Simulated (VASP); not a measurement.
Method: AM05 GGA, VASP's PBE PAW potentials (set 64) (plane waves; VASP).

A VASP calculation is set up with these files.

### POSCAR
```
TiO2
1
   -1.8925827058     1.8925827058     4.7645899092
    1.8925827058    -1.8925827058     4.7645899092
    1.8925827058     1.8925827058    -4.7645899092
Ti O
2 4
Direct
  0.7500000000   0.2500000000   0.5000000000
  0.0000000000   0.0000000000   0.0000000000
  0.5419862390   0.0419862390   0.5000000000
  0.7919862390   0.7919862390   0.0000000000
  0.2080137610   0.2080137610   0.0000000000
  0.9580137610   0.4580137610   0.5000000000
```

KPOINTS:
```
Automatic mesh
0
Gamma
7 7 7
0 0 0
```

**INCAR**
```
! general
SYSTEM =TiO2
PREC   =Accurate
ENCUT  =520
LREAL  =.False.
LASPH  =.True.

! electronic loop
EDIFF  =1E-6
NELM   =100
ALGO   =Normal
LMAXMIX=4

! smearing
ISMEAR =0
SIGMA  =0.05

! functional
GGA    =AM

! ions
IBRION =2
NSW    =60
ISIF   =3
EDIFFG =-0.02

! output
LWAVE  =.False.
LCHARG =.False.
```

POTCAR, in this order: Ti_sv O (PBE.64 set). Program: vasp_std.

What will the output report for the number of irreducible k-points (NKPTS), largest plane-wave count, number of space-group operations, FFT grid (NGX, NGY, NGZ)?

The number of irreducible k-points (NKPTS) is 40 and the largest plane-wave count comes out as 1854. The number of space-group operations is 16. The FFT grid (NGX, NGY, NGZ) comes out as 42 × 42 × 42.

The compound is TiO2 in the anatase structure, one of several forms; rutile is the usual stable one. This run relaxes it. Symmetry was kept, so distortions that lower it aren't found. The start is the result of an earlier pass.
